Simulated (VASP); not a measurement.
OSZICAR of a VASP run on SiO₂ (rutile):

### OSZICAR
```
       N       E                     dE             d eps       ncg     rms          rms(c)
DAV:   1     0.185800338280E+03    0.18580E+03   -0.19982E+04  1200   0.177E+03
DAV:   2    -0.423226769362E+02   -0.22812E+03   -0.21776E+03  1612   0.345E+02
DAV:   3    -0.508236177168E+02   -0.85009E+01   -0.84561E+01  1440   0.708E+01
DAV:   4    -0.509010990085E+02   -0.77481E-01   -0.77388E-01  1420   0.747E+00
DAV:   5    -0.509019734524E+02   -0.87444E-03   -0.87430E-03  1392   0.788E-01    0.170E+01
DAV:   6    -0.462914536645E+02    0.46105E+01   -0.18551E+01  1332   0.304E+01    0.757E+00
DAV:   7    -0.463151262642E+02   -0.23673E-01   -0.49529E-01  1392   0.504E+00    0.290E+00
DAV:   8    -0.463284645994E+02   -0.13338E-01   -0.18246E-02  1360   0.142E+00    0.109E+00
DAV:   9    -0.463349984901E+02   -0.65339E-02   -0.84386E-03  1372   0.100E+00    0.269E-01
DAV:  10    -0.463352347156E+02   -0.23623E-03   -0.89230E-04  1408   0.248E-01    0.513E-02
DAV:  11    -0.463351871873E+02    0.47528E-04   -0.21164E-04  1372   0.111E-01    0.772E-03
DAV:  12    -0.463351887877E+02   -0.16004E-05   -0.11281E-05  1400   0.247E-02    0.530E-03
DAV:  13    -0.463351885105E+02    0.27725E-06   -0.20187E-06   808   0.113E-02
   1 F= -.46335189E+02 E0= -.46335189E+02  d E =-.463352E+02
       N       E                     dE             d eps       ncg     rms          rms(c)
DAV:   1    -0.463364276012E+02   -0.12388E-02   -0.31353E-02  1356   0.162E+00    0.290E-01
DAV:   2    -0.463352150344E+02    0.12126E-02   -0.45596E-03  1344   0.521E-01    0.587E-02
DAV:   3    -0.463351800691E+02    0.34965E-04   -0.17684E-04  1348   0.968E-02    0.275E-02
DAV:   4    -0.463351690265E+02    0.11043E-04   -0.12502E-05  1344   0.283E-02    0.809E-03
DAV:   5    -0.463351686049E+02    0.42162E-06   -0.15598E-06   848   0.990E-03
   2 F= -.46335169E+02 E0= -.46335169E+02  d E =0.199056E-04
       N       E                     dE             d eps       ncg     rms          rms(c)
DAV:   1    -0.463356294795E+02   -0.46045E-03   -0.87613E-03  1356   0.855E-01    0.153E-01
DAV:   2    -0.463352882417E+02    0.34124E-03   -0.12744E-03  1340   0.276E-01    0.311E-02
DAV:   3    -0.463352787275E+02    0.95141E-05   -0.49248E-05  1336   0.510E-02    0.148E-02
DAV:   4    -0.463352753403E+02    0.33873E-05   -0.34359E-06  1300   0.149E-02    0.435E-03
DAV:   5    -0.463352747845E+02    0.55581E-06   -0.46041E-07   688   0.543E-03
   3 F= -.46335275E+02 E0= -.46335275E+02  d E =-.862740E-04
```

**Question.** Which electronic solver shows in the log?

**Answer.** It is blocked Davidson (ALGO = Normal, or the opening steps of other solvers). The INCAR had ALGO = Normal.

**Question.** Can the final energy be trusted as converged?

**Answer.** The calculation finished and met its thresholds. It stopped with EDIFF = 1E-6, NELM = 100, NSW = 40 and EDIFFG = -0.02 after 3 ionic steps (PBE GGA, plane waves, VASP's PBE PAW potentials (set 64)).

The compound is SiO2 in the rutile structure, stishovite, a high-pressure form. This run relaxes it. Symmetry was kept, so distortions that lower it aren't found.
